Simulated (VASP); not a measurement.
# Al15CoN16 (a cell with a defect) in VASP: further runs, part 2 of 2

VASP 6.6.1. The steps go on from the part before.

## 3. Single point, PBEsol+U, collinear spin, ferromagnetic start

File INCAR:

```
SYSTEM = Al15CoN16
PREC     = Accurate       ! precision mode
ENCUT    = 450            ! plane-wave cutoff, eV
EDIFF    = 1E-5           ! SCF threshold, eV
ISMEAR   = 0              ! smearing method
SIGMA    = 0.03           ! smearing width, eV
LREAL    = Auto         
LASPH    = .TRUE.         ! aspherical terms in the spheres
NELM     = 120            ! most SCF steps
ALGO     = Normal         ! electronic algorithm
ISIF     = 2              ! what is computed and relaxed
LWAVE    = .FALSE.        ! write WAVECAR
LCHARG   = .FALSE.        ! write CHGCAR
ISPIN    = 2              ! spin polarisation
MAGMOM   = 2 0 0 0 0 0 0 0 0 0 0 0 0 0 0 0 0 0 0 0 0 0 0 0 0 0 0 0 0 0 0 0 ! initial moments
LORBIT   = 11             ! projections on sites
NUPDOWN  = 2              ! fixed moment
LMAXMIX  = 4              ! l up to which the mixer works
LDAU     = .TRUE.         ! DFT+U
LDAUTYPE = 2            
LDAUL    = 2 -1 -1        ! shell
LDAUU    = 4 0 0          ! U, eV
LDAUJ    = 0 0 0        
LDAUPRINT= 1            
GGA      = PS             ! functional
ISYM     = 0            
KPAR     = 4
```

File KPOINTS:

```
regular mesh
0
G
  3 3 2
  0 0 0
```

File POSCAR:

```
Al15CoN16                               
1.0
    6.2200008610      0.0000000000      0.0000000000
   -3.1100004305      5.3866787572      0.0000000000
    0.0000000000      0.0000000000      9.9600000000
  Co              Al              N             
     1    15    16
Direct
     0.3335150572688744    0.1663755169419767    0.9998826939994846
     0.3339535781045957    0.1670158651185435    0.4998697030027484
     0.3366598890282583    0.6685181688654034    0.0018538401508738
     0.3341994603497865    0.6672114795026574    0.5006177264790899
     0.8343903716200416    0.1680711687371176    0.0010245544753325
     0.8339570074391978    0.1671017853941122    0.5006365401659967
     0.8334859880083215    0.6686999138763133    0.0018346977516030
     0.8343298570817061    0.6674419446799869    0.5006271404586966
     0.1663442451631141    0.3330964599483605    0.2506446440679388
     0.1673103338820413    0.3343633059753276    0.7497178173203156
     0.1664655937802767    0.8317290811033927    0.2512676089924623
     0.1676576386790801    0.8350679180707820    0.7504424440365165
     0.6673258169883116    0.3334967227496317    0.2506740109312909
     0.6671965720387122    0.3343281110048445    0.7496692619673891
     0.6674634850786823    0.8340452906630471    0.2511883163070791
     0.6672677813291436    0.8343431051235438    0.7505926733097112
     0.3327301592354257    0.1649976532521527    0.1956264461206569
     0.3339224575221131    0.1677087164222258    0.6908443634938422
     0.3343584963945858    0.6665835419000586    0.1922918017956608
     0.3342364022244204    0.6682424710975493    0.6914118008476653
     0.8337400963490899    0.1672767511027923    0.1915600704443420
     0.8336478059097927    0.1671291053843214    0.6911850688616348
     0.8334994335060025    0.6668823857452615    0.1922653317666768
     0.8342260415405530    0.6682522545951263    0.6913954958322966
     0.1670977020817193    0.3339382863391847    0.4416949143222301
     0.1666252683979544    0.3390567497497745    0.9399724348822869
     0.1673026540344565    0.8332381141653751    0.4418671465487250
     0.1651579760598520    0.8284619208689489    0.9419648498495178
     0.6677569277667116    0.3341250891194256    0.4417571357245976
     0.6735604217256936    0.3392008385154296    0.9397812654795034
     0.6675487780056344    0.8339576034306898    0.4417184959100438
     0.6685667034058373    0.8356266805566245    0.9417017047037980
```

Potentials or basis: VASP PAW PBE potentials, release 64 (Co, Al, N).

On the command line:

```console
$ cat potpaw_PBE.64/Co/POTCAR potpaw_PBE.64/Al/POTCAR potpaw_PBE.64/N/POTCAR > POTCAR
$ mpirun -np 4 vasp_std > vasp.out
```

OUTCAR:

```text
SYSTEM = Al15CoN16
   PREC = Accurate
   ENCUT = 450
   EDIFF = 1E-5
   ISMEAR = 0
   LREAL = Auto
   LASPH = .TRUE.
   NELM = 120
   ISIF = 2
   ISPIN = 2
   LORBIT = 11
   NUPDOWN = 2
   GGA = PS
   ISYM = 0

 ion  position               nearest neighbor table
   1  0.334  0.166  1.000-  28 1.91  26 1.92  30 1.93  17 1.95  12 3.06  14 3.07  10 3.07  13 3.08
                             9 3.08  11 3.09   7 3.10   3 3.11   5 3.11   5 3.11   3 3.11   7 3.12
   2  0.334  0.167  0.500-  27 1.89  29 1.89  25 1.89  18 1.90  13 3.06   9 3.06  11 3.06  14 3.07
                            12 3.07  10 3.07   8 3.11   4 3.11   6 3.11   6 3.11   4 3.11   8 3.11
   3  0.337  0.669  0.002-  26 1.88  28 1.88  32 1.89  19 1.90  15 3.06  11 3.07   9 3.07  16 3.07
                            12 3.09   7 3.09  10 3.09   5 3.10   1 3.11   1 3.11   5 3.12   7 3.13
   4  0.334  0.667  0.501-  27 1.89  25 1.89  31 1.89  20 1.90  10 3.06  11 3.06  15 3.07  16 3.07
                            12 3.07   9 3.07   6 3.11   2 3.11   8 3.11   8 3.11   2 3.11   6 3.11
[... 1975 lines left out ...]
      1.55969      4.50125      9.37935        -0.010248      0.012519     -0.041333
 -----------------------------------------------------------------------------------
    total drift:                               -0.004574     -0.009586     -0.012399

  FREE ENERGIE OF THE ION-ELECTRON SYSTEM (eV)
  ---------------------------------------------------
  free  energy   TOTEN  =      -246.7984165487 eV

  energy  without entropy=     -246.7979326806  energy(sigma->0) =     -246.79817461

 total charge

# of ion       s       p       d       tot
------------------------------------------
    1        0.463   0.577   7.258   8.299
    2        0.369   0.443   0.000   0.812
    3        0.372   0.448   0.000   0.820
    4        0.370   0.444   0.000   0.814
    5        0.371   0.444   0.000   0.816
    6        0.370   0.445   0.000   0.815
[... 24 lines left out ...]
   31        1.223   2.617   0.000   3.840
   32        1.223   2.616   0.000   3.840
--------------------------------------------------
tot         25.634  48.853   7.258  81.745

 magnetization (x)

# of ion       s       p       d       tot
------------------------------------------
    1        0.016   0.033   2.080   2.130
    2        0.000   0.001   0.000   0.001
    3        0.002   0.001   0.000   0.004
    4        0.000   0.000   0.000   0.000
    5        0.002   0.001   0.000   0.004
    6        0.000   0.000   0.000   0.000
[... 24 lines left out ...]
   31        0.000   0.001   0.000   0.001
   32        0.000  -0.002   0.000  -0.002
--------------------------------------------------
tot          0.039  -0.193   2.080   1.926
```

stdout:

```text
POSCAR found type information on POSCAR CoAlN
 POSCAR found :  3 types and      32 ions
 scaLAPACK will be used
 -----------------------------------------------------------------------------
|                                                                             |
|                                                                             |
|     You enforced a specific xc type in the INCAR file but a different       |
|     I HOPE YOU KNOW WHAT YOU ARE DOING!                                     |
|                                                                             |
 -----------------------------------------------------------------------------

 LDA part: xc-table for (Slater+PW92), standard interpolation
 POSCAR, INCAR and KPOINTS ok, starting setup
 FFT: planning ... GRIDC
 FFT: planning ... GRID_SOFT
 FFT: planning ... GRID
 WAVECAR not read
 entering main loop
```

It took 4.9 min on 4 MPI ranks of Intel Xeon 6975P-C (Granite Rapids), shared host; peak memory 0.71 GiB.

What came out:

```yaml
Free_energy: -246.7984 eV
Largest_force: 0.414 eV/Å
Net_moment: 2.00 μB per cell
Site_moments: Co +2.13; Al +0.00; N +0.01, +0.00, -0.00, -0.07, -0.08 μB
Valence_electrons_inside_the_program's_atomic_spheres: Co 8.30; Al 0.81, 0.82; N 3.80, 3.84, 3.79
```

Forces on the atoms (eV/Å):
```
Co   0.025  0.167  0.309
Al  -0.007 -0.007 -0.105
Al   0.163  0.112  0.216
Al  -0.001  0.008 -0.017
Al   0.001 -0.171  0.184
Al  -0.003  0.003 -0.041
Al  -0.163  0.099  0.209
Al  -0.010  0.001 -0.018
Al   0.127 -0.021 -0.036
Al   0.009  0.049 -0.082
Al  -0.003  0.129 -0.069
Al   0.007 -0.047 -0.091
Al  -0.117 -0.040 -0.037
Al   0.001  0.054 -0.082
Al   0.001 -0.011  0.001
Al   0.010 -0.015 -0.025
N    0.003 -0.004  0.235
N    0.003 -0.003  0.077
N   -0.010 -0.014 -0.045
N    0.037  0.003 -0.003
N    0.008 -0.013 -0.023
N    0.007 -0.007  0.030
N    0.001 -0.019 -0.042
N   -0.021  0.009  0.000
N   -0.023  0.010  0.063
N   -0.231 -0.002 -0.197
N   -0.008 -0.040  0.076
N   -0.021 -0.248 -0.331
N    0.022  0.007  0.054
N    0.207 -0.008 -0.177
N   -0.004  0.006  0.009
N   -0.010  0.013 -0.041
```

Eigenvalues of the final occupation matrices:
```
    site  spin  trace               eigenvalues
site 1 d     1   4.69  0.89 0.89 0.97 0.97 0.97
site 1 d     2   2.60  0.22 0.22 0.24 0.96 0.96
```

Caveat: the k mesh is coarse (spacing up to 0.39 Å⁻¹), so the values aren't converged; the PAW data sets were made with another functional, which shifts forces and pressure a little; the total moment is fixed, so each spin has its own Fermi level. The state reached can hang on the start; a lower one may exist.
